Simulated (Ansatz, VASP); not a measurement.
# Cross-check of CdAgCl3 between VASP and Ansatz

Wanted: the spread between two codes on one cell, functional and k mesh. The cell is generated by rule, not measured, and may not be a known phase. The cell is taken from a series of runs on this material, whose earlier steps may have relaxed, scaled, displaced or heated it; both programs get it as it stands.

Program: Ansatz 0.2.0. Level of theory: plane waves, with VASP 6.6.1 beside it; PBEsol. Results are calculated unless marked as measured.

The structure was built from a prototype and need not be the compound's stable phase.

### Step 1. Starting point

It takes space group Pm-3m (No. 221, cubic). Conventional cell: a = 5.059 Å, b = 5.059 Å, c = 5.059 Å, α = 90.00°, β = 90.00°, γ = 90.00°. Nearest to Ag lie 12 Cl at 3.58 Å. Nearest to Cd lie 6 Cl at 2.53 Å. Nearest to Cl lie 2 Cd at 2.53 Å. Farther neighbours and most contacts between anions are not listed.

Structure file:

```cif
data_structure
_symmetry_space_group_name_H-M 'Pm-3m'
_symmetry_Int_Tables_number 221
_cell_length_a 5.0585
_cell_length_b 5.0585
_cell_length_c 5.0585
_cell_angle_alpha 90.000
_cell_angle_beta 90.000
_cell_angle_gamma 90.000
_cell_volume 129.44
loop_
_atom_site_label
_atom_site_type_symbol
_atom_site_symmetry_multiplicity
_atom_site_Wyckoff_symbol
_atom_site_fract_x
_atom_site_fract_y
_atom_site_fract_z
_atom_site_occupancy
Ag1 Ag 1 a 0.00000 0.00000 0.00000 1
Cd1 Cd 1 b 0.50000 0.50000 0.50000 1
Cl1 Cl 3 c 0.50000 0.50000 0.00000 1
```

### Step 2. VASP: zone-centre phonons, PBEsol

Second derivatives magnify differences that forces hide, and they need a tight electronic threshold.

Lines of VASP's logs that name or quote its potential files are left out, and so is its time.

INCAR

```
SYSTEM = CdAgCl3
PREC = Accurate
ENCUT = 500
EDIFF = 1E-08
NELM = 120
ISMEAR = 0
SIGMA = 0.01
LREAL = .FALSE.
ALGO = Normal
GGA = PS
NBANDS = 28
LASPH = .TRUE.
LORBIT = 11
LWAVE = .FALSE.
LCHARG = .FALSE.
ISIF = 2
IBRION = 8
LEPSILON = .TRUE.
GGA_COMPAT = .FALSE.
EFERMI = MIDGAP
KPAR = 2
```

POSCAR

```
CdAgCl3
1.0
    5.0585249677      0.0000000000      0.0000000000
    0.0000000000      5.0585249677      0.0000000000
    0.0000000000      0.0000000000      5.0585249677
Ag Cd Cl
1 1 3
Direct
    0.0000000000      0.0000000000      0.0000000000
    0.5000000000      0.5000000000      0.5000000000
    0.5000000000      0.5000000000      0.0000000000
    0.5000000000      0.0000000000      0.5000000000
    0.0000000000      0.5000000000      0.5000000000
```

KPOINTS

```
Automatic mesh
0
Gamma
6 6 6
0 0 0
```

PAW data sets: Ag, Cd and Cl (PBE family, release 64).

Command:

```console
$ mpirun -np 2 vasp_std
```

Numbers of over 12 decimals in the logs are rounded to 6 here.

The log of the run:

```text
[banner, memory and clock lines left out]
running    2 mpi-ranks, on    1 nodes
 distrk:  each k-point on    1 cores,    2 groups
 distr:  one band on    1 cores,    1 groups

 POSCAR found type information on POSCAR AgCdCl
 POSCAR found :  3 types and       5 ions
|                                                                             |
|               ----> ADVICE to this user running VASP <----                  |
|                                                                             |
|     You enforced a specific xc type in the INCAR file but a different       |
|     [... a line on the potential file left out ...]
|     I HOPE YOU KNOW WHAT YOU ARE DOING!                                     |
|                                                                             |

 LDA part: xc-table for (Slater+PW92), standard interpolation
 POSCAR, INCAR and KPOINTS ok, starting setup
 FFT: planning ... GRIDC
 FFT: planning ... GRID_SOFT
 FFT: planning ... GRID
 WAVECAR not read
 entering main loop
       N       E                     dE             d eps       ncg     rms          rms(c)
DAV:   1     0.306723840757E+03    0.30672E+03   -0.20458E+04  1120   0.137E+03
DAV:   2     0.882948078907E+01   -0.29789E+03   -0.28763E+03  1404   0.312E+02
DAV:   3    -0.134778966524E+02   -0.22307E+02   -0.22185E+02  1284   0.858E+01
DAV:   4    -0.138028673589E+02   -0.32497E+00   -0.32473E+00  1320   0.112E+01
DAV:   5    -0.138083983738E+02   -0.55310E-02   -0.55306E-02  1380   0.146E+00    0.109E+01
DAV:   6    -0.127825348478E+02    0.10259E+01   -0.19252E+00  1380   0.148E+01    0.826E+00
DAV:   7    -0.126822914301E+02    0.10024E+00   -0.74897E-01  1236   0.673E+00    0.384E+00
DAV:   8    -0.126758092600E+02    0.64822E-02   -0.17838E-01  1224   0.433E+00    0.782E-01
DAV:   9    -0.126722535231E+02    0.35557E-02   -0.20698E-02  1232   0.190E+00    0.231E-01
DAV:  10    -0.126726967477E+02   -0.44322E-03   -0.33131E-03  1240   0.353E-01    0.829E-02
DAV:  11    -0.126727897308E+02   -0.92983E-04   -0.20070E-03  1208   0.534E-01    0.107E-01
DAV:  12    -0.126727291483E+02    0.60583E-04   -0.25067E-04  1212   0.191E-01    0.398E-02
DAV:  13    -0.126727210866E+02    0.80617E-05   -0.85195E-05  1224   0.762E-02    0.565E-03
DAV:  14    -0.126727210360E+02    0.50673E-07   -0.80316E-06  1280   0.177E-02    0.402E-03
DAV:  15    -0.126727213101E+02   -0.27417E-06   -0.10506E-06  1356   0.109E-02    0.424E-03
DAV:  16    -0.126727209112E+02    0.39892E-06   -0.11406E-06  1332   0.123E-02    0.627E-04
DAV:  17    -0.126727209330E+02   -0.21757E-07   -0.97416E-08  1204   0.184E-03    0.410E-04
DAV:  18    -0.126727209580E+02   -0.25013E-07   -0.50548E-09   652   0.469E-04    0.205E-04
DAV:  19    -0.126727209587E+02   -0.72760E-09   -0.12717E-09   656   0.357E-04
   1 F= -.12672721E+02 E0= -.12672721E+02  d E =0.000000E+00
 Linear response reoptimize wavefunctions to high precision
DAV:   1    -0.126727209549E+02    0.37749E-08   -0.20335E-10   656   0.985E-05
DAV:   2    -0.126727209550E+02   -0.86402E-10   -0.29626E-11   656   0.337E-05
 Linear response G [H, r] |phi>, progress :
  Direction:   1
       N       E                     dE             d eps       ncg     rms
RMM:   1    -0.185456067237E+03   -0.18546E+03   -0.39763E+01  2280   0.900E+01
RMM:   2    -0.178801050534E+03    0.66550E+01   -0.94530E+00  1855   0.191E+01
RMM:   3    -0.178945190439E+03   -0.14414E+00   -0.21135E-01  1808   0.254E+00
RMM:   4    -0.178949038676E+03   -0.38482E-02   -0.58513E-03  1877   0.391E-01
RMM:   5    -0.178949218057E+03   -0.17938E-03   -0.87103E-04  1912   0.707E-02
RMM:   6    -0.178949229451E+03   -0.11394E-04   -0.70962E-04  1929   0.157E-02
RMM:   7    -0.178949231870E+03   -0.24196E-05   -0.71693E-04  1954   0.673E-03
RMM:   8    -0.178949237130E+03   -0.52595E-05   -0.66527E-04  1881   0.512E-03
RMM:   9    -0.178949224853E+03    0.12277E-04   -0.57591E-04  1445   0.484E-03
RMM:  10    -0.178949217803E+03    0.70498E-05   -0.27403E-04  1217   0.479E-03
RMM:  11    -0.178949221877E+03   -0.40736E-05    0.25546E-04  1138   0.477E-03
 Linear response G [H, r] |phi>, progress :
  Direction:   2
       N       E                     dE             d eps       ncg     rms
RMM:   1    -0.185428823214E+03   -0.18543E+03   -0.71543E+00  2389   0.924E+01
RMM:   2    -0.179349014612E+03    0.60798E+01   -0.12470E+01  1885   0.211E+01
RMM:   3    -0.179507513844E+03   -0.15850E+00   -0.26231E-01  1857   0.283E+00
RMM:   4    -0.179511535912E+03   -0.40221E-02   -0.59158E-03  1914   0.422E-01
RMM:   5    -0.179511661864E+03   -0.12595E-03    0.32421E-04  1935   0.752E-02
RMM:   6    -0.179511659464E+03    0.24003E-05    0.62030E-04  1962   0.169E-02
RMM:   7    -0.179511656236E+03    0.32280E-05    0.58267E-04  2013   0.739E-03
RMM:   8    -0.179511649621E+03    0.66146E-05    0.94114E-04  1956   0.576E-03
[...]
change of polarisation eV/A/(eV/A) component  1 :     2.224    -0.301    -0.193
 dielectric tensor                  component  1 :     4.108    -0.421    -0.270
 Linear response to external field, progress :
  Direction:   2
       N       E                     dE             d eps       ncg     rms          rms(c)
RMM:   1    -0.113736955301E+01   -0.11374E+01   -0.45955E+00  3975   0.411E+00
[...]
Linear response progress:
  Degree of freedom:   1/  4
       N       E                     dE             d eps       ncg     rms          rms(c)
RMM:   1    -0.310020263076E+00   -0.31002E+00   -0.20085E-01  3635   0.229E+00
RMM:   2    -0.310715287556E+00   -0.69502E-03   -0.13634E-03  3561   0.199E-01    0.494E-02
RMM:   3    -0.310386672638E+00    0.32861E-03   -0.84243E-05  3664   0.385E-02    0.261E-02
RMM:   4    -0.310048750820E+00    0.33792E-03   -0.29271E-05  3513   0.244E-02    0.557E-03
RMM:   5    -0.309955890860E+00    0.92860E-04   -0.18642E-06  3615   0.698E-03    0.168E-03
RMM:   6    -0.309958065392E+00   -0.21745E-05   -0.27537E-07  3520   0.228E-03    0.530E-04
RMM:   7    -0.309962925397E+00   -0.48600E-05   -0.32743E-08  3708   0.777E-04    0.150E-04
RMM:   8    -0.309961819547E+00    0.11058E-05   -0.16682E-08  3684   0.235E-04    0.451E-05
RMM:   9    -0.309961968603E+00   -0.14906E-06   -0.14907E-08  3769   0.117E-04    0.170E-05
RMM:  10    -0.309961908780E+00    0.59823E-07   -0.96103E-09  3814   0.723E-05    0.377E-06
RMM:  11    -0.309961870854E+00    0.37927E-07   -0.14025E-08  3757   0.554E-05    0.273E-06
RMM:  12    -0.309961904742E+00   -0.33888E-07   -0.29053E-08  3267   0.517E-05    0.493E-07
RMM:  13    -0.309961906922E+00   -0.21799E-08   -0.34100E-08  2288   0.498E-05    0.282E-07
 first order change of Fermi-energy  -0.69059E-04
 force on displaced ion       1 direction 1 :   1.433   0.000  -0.000
 Born effective charge ion    1 direction 1 :   1.739   0.000   0.000
 Linear response progress:
  Degree of freedom:   2/  4
       N       E                     dE             d eps       ncg     rms          rms(c)
RMM:   1    -0.438934361123E+00   -0.43893E+00   -0.19855E-01  3920   0.233E+00
RMM:   2    -0.438063888512E+00    0.87047E-03   -0.35245E-03  3496   0.306E-01    0.151E-01
RMM:   3    -0.437586513556E+00    0.47737E-03   -0.12382E-04  3601   0.528E-02    0.843E-02
RMM:   4    -0.437077793149E+00    0.50872E-03   -0.60264E-05  3598   0.384E-02    0.149E-02
RMM:   5    -0.437028553531E+00    0.49240E-04   -0.19222E-06  3513   0.720E-03    0.381E-03
RMM:   6    -0.437056025133E+00   -0.27472E-04   -0.49871E-07  3526   0.322E-03    0.820E-04
RMM:   7    -0.437062043174E+00   -0.60180E-05   -0.58706E-08  3642   0.925E-04    0.173E-04
RMM:   8    -0.437062583182E+00   -0.54001E-06   -0.22532E-08  3647   0.390E-04    0.168E-04
RMM:   9    -0.437062817878E+00   -0.23470E-06   -0.18252E-08  3627   0.254E-04    0.340E-05
RMM:  10    -0.437062748196E+00    0.69681E-07   -0.21149E-08  3843   0.955E-05    0.170E-05
RMM:  11    -0.437062707397E+00    0.40800E-07   -0.13643E-08  3699   0.751E-05    0.225E-06
RMM:  12    -0.437062718291E+00   -0.10894E-07   -0.21437E-08  4002   0.599E-05    0.153E-06
RMM:  13    -0.437062722690E+00   -0.43997E-08    0.82164E-09  3449   0.570E-05    0.421E-07
 first order change of Fermi-energy   0.24091E-04
 force on displaced ion       2 direction 1 :  -5.634  -0.000  -0.000
 Born effective charge ion    2 direction 1 :   2.578   0.000   0.000
 Linear response progress:
  Degree of freedom:   3/  4
       N       E                     dE             d eps       ncg     rms          rms(c)
RMM:   1    -0.202147446692E+00   -0.20215E+00    0.10489E-03  7416   0.190E+00
RMM:   2    -0.201272037863E+00    0.87541E-03   -0.23403E-03  5542   0.256E-01    0.365E-02
RMM:   3    -0.201553087416E+00   -0.28105E-03   -0.76743E-05  5644   0.406E-02    0.220E-02
RMM:   4    -0.201855832863E+00   -0.30275E-03   -0.46180E-05  5480   0.249E-02    0.880E-03
RMM:   5    -0.201828234371E+00    0.27598E-04   -0.25553E-06  5884   0.753E-03    0.275E-03
RMM:   6    -0.201831637075E+00   -0.34027E-05   -0.12974E-07  5969   0.143E-03    0.135E-03
RMM:   7    -0.201833406718E+00   -0.17696E-05   -0.89437E-08  5558   0.946E-04    0.180E-04
RMM:   8    -0.201831212250E+00    0.21945E-05   -0.40615E-08  5992   0.324E-04    0.755E-05
RMM:   9    -0.201831479289E+00   -0.26704E-06   -0.30858E-07  5969   0.175E-04    0.207E-05
RMM:  10    -0.201831332459E+00    0.14683E-06    0.19841E-08  6157   0.114E-04    0.958E-06
RMM:  11    -0.201831437928E+00   -0.10547E-06    0.53083E-08  6033   0.107E-04    0.124E-06
RMM:  12    -0.201831423326E+00    0.14603E-07    0.16150E-07  5579   0.100E-04    0.125E-06
RMM:  13    -0.201831428078E+00   -0.47524E-08    0.83271E-08  4009   0.991E-05    0.235E-07
 first order change of Fermi-energy  -0.99449E-05
 force on displaced ion       3 direction 1 :   0.633   0.000   0.000
 Born effective charge ion    3 direction 1 :  -1.114   0.000   0.000
 Linear response progress:
  Degree of freedom:   4/  4
       N       E                     dE             d eps       ncg     rms          rms(c)
RMM:   1    -0.201850243349E+00   -0.20185E+00    0.54879E-02  4427   0.199E+00
RMM:   2    -0.201608176093E+00    0.24207E-03   -0.37276E-03  3517   0.299E-01    0.159E-01
RMM:   3    -0.202108566742E+00   -0.50039E-03   -0.43475E-04  3421   0.831E-02    0.794E-02
RMM:   4    -0.202481362488E+00   -0.37280E-03   -0.15049E-04  3471   0.443E-02    0.183E-02
RMM:   5    -0.202421243290E+00    0.60119E-04   -0.10985E-05  3597   0.145E-02    0.360E-03
RMM:   6    -0.202439619462E+00   -0.18376E-04   -0.43750E-07  3655   0.264E-03    0.218E-03
RMM:   7    -0.202454508632E+00   -0.14889E-04   -0.19220E-07  3634   0.179E-03    0.230E-04
RMM:   8    -0.202452437814E+00    0.20708E-05    0.58248E-09  3768   0.388E-04    0.171E-04
RMM:   9    -0.202451439606E+00    0.99821E-06    0.33568E-08  3750   0.270E-04    0.162E-04
RMM:  10    -0.202451694435E+00   -0.25483E-06   -0.75036E-09  3811   0.122E-04    0.642E-05
RMM:  11    -0.202451737899E+00   -0.43464E-07    0.13193E-07  3947   0.996E-05    0.779E-06
RMM:  12    -0.202451781636E+00   -0.43737E-07    0.11563E-07  3942   0.845E-05    0.188E-06
RMM:  13    -0.202451791504E+00   -0.98677E-08    0.26145E-07  3548   0.804E-05    0.143E-06
RMM:  14    -0.202451787262E+00    0.42415E-08    0.19378E-07  2681   0.790E-05    0.235E-07
RMM:  15    -0.202451786645E+00    0.61749E-09    0.19438E-07  2619   0.789E-05    0.201E-07
RMM:  16    -0.202451786754E+00   -0.10869E-09    0.18887E-07  2081   0.787E-05    0.115E-07
RMM:  17    -0.202451786895E+00   -0.14109E-09    0.18969E-07  2041   0.787E-05    0.475E-08
 first order change of Fermi-energy   0.25232E-03
 force on displaced ion       3 direction 3 :   0.000  -0.000  -9.717
 Born effective charge ion    3 direction 3 :   0.000   0.000  -2.090
 Born effective charges drift removed
 Linear response finished
```

[end of part 1 of 3]

[Lines on the potential files, build, host, timing and source positions are cut from VASP's logs without a mark.]

[Logs are printed without paths, hosts, clocks, repeated set-up lines and the standing remarks that a program may print on its own settings, such as how far it seeks lower states.]

[Hosts, paths, dates, database ids (printed as entryN), source tags and the programs' standing remarks are cut or masked in the printed files.]
